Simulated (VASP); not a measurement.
Consider the following.

```
RbH
1.0
    0.00000     2.95637     2.95637
    2.95637     0.00000     2.95637
    2.95637     2.95637     0.00000
Rb H
1 1
Direct
  0.50000   0.50000   0.50000
  0.00000   0.00000   0.00000
```

All values below come from PBEsol GGA, VASP's PBE PAW potentials (set 64) (plane waves; VASP). Settings: 400 eV cut-off, Gaussian smearing of 0.050 eV, potentials Rb_sv H.

Give the energies of bands 5 to 8 at the high-symmetry points, in eV from the valence-band maximum.

```json
[
 {"band": "5", "Γ": "-2.07", "X": "-0.89", "U": "-0.54", "L": "0.00", "W": "-0.50"},
 {"band": "6", "Γ": "6.78", "X": "4.33", "U": "4.25", "L": "2.69", "W": "4.82"},
 {"band": "7", "Γ": "6.78", "X": "5.43", "U": "5.11", "L": "6.16", "W": "4.82"},
 {"band": "8", "Γ": "6.78", "X": "9.11", "U": "7.54", "L": "6.16", "W": "6.18"}
]
```

The gap is direct, 2.68 eV, from the valence maximum at L to the conduction minimum at L.

The structure comes from a computed database's RbH entry (Fm-3m); how it stands against other phases isn't given here. It was relaxed first.
